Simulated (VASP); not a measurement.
Input:

```xyz
2
Lattice="0.0000 3.2946 3.2946 3.2946 0.0000 3.2946 3.2946 3.2946 0.0000" Properties=species:S:1:pos:R:3 pbc="T T T"
Te     3.2946     3.2946     3.2946
Pb     0.0000     0.0000     0.0000
```

The numbers are results of PBE GGA, VASP's PBE PAW potentials (set 64) (plane waves; VASP), not measurements. Settings: 650 eV cut-off, 6×6×6 Γ-centred mesh, Gaussian smearing of 0.050 eV, potentials Te Pb_d.

Unless said otherwise, spin-orbit coupling is left out, though it shifts the bands of the heavy elements here.

Problem. Predict the energy per atom (σ→0), band gap (on the k-mesh) with the smallest direct gap where there is one.

Solution. 
The band gap (on the k-mesh) comes out as 0.85 eV. The smallest direct gap (on the k-mesh) is 0.85 eV and the energy per atom (σ→0) is -362.9 kJ/mol of atoms.

Total energies compare only between runs with the same potentials, cut-off and functional.

The compound is PbTe in the rock salt structure. The cell was not relaxed at this level. The run is one of a series of settings (ENCUT = 650 against the base run), some of them coarse on purpose.
